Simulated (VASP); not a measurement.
Data:

```
CELL_PARAMETERS angstrom
     -2.00129     2.00129     4.38540
      2.00129    -2.00129     4.38540
      2.00129     2.00129    -4.38540
ATOMIC_POSITIONS crystal
  Sc 0.00000 0.00000 0.00000
  Al 0.75000 0.25000 0.50000
  Al 0.25000 0.75000 0.50000
  Al 0.50000 0.50000 0.00000
```

Method: r2SCAN meta-GGA, VASP's PBE PAW potentials (set 64) (plane waves; VASP). Settings: 400 eV cut-off, 12×12×12 Γ-centred mesh, tetrahedra with Blöchl corrections, potentials Sc_sv Al.

The cores are frozen, which limits the accuracy of field gradients.

### Question
Give the principal components of the electric field gradient (V/Å²) and the asymmetry η at each nucleus.

### Answer

```
atom    Vxx    Vyy    Vzz     η
----  -----  -----  -----  ----
Sc1     5.7    5.7  -11.4  0.00
Al2     5.1    5.1  -10.2  0.00
Al3     5.1    5.1  -10.2  0.00
Al4   -14.5  -14.5   29.1  0.00
```

The structure comes from a computed database's ScAl3 entry (I4/mmm); how it stands against other phases isn't given here. It was relaxed first.
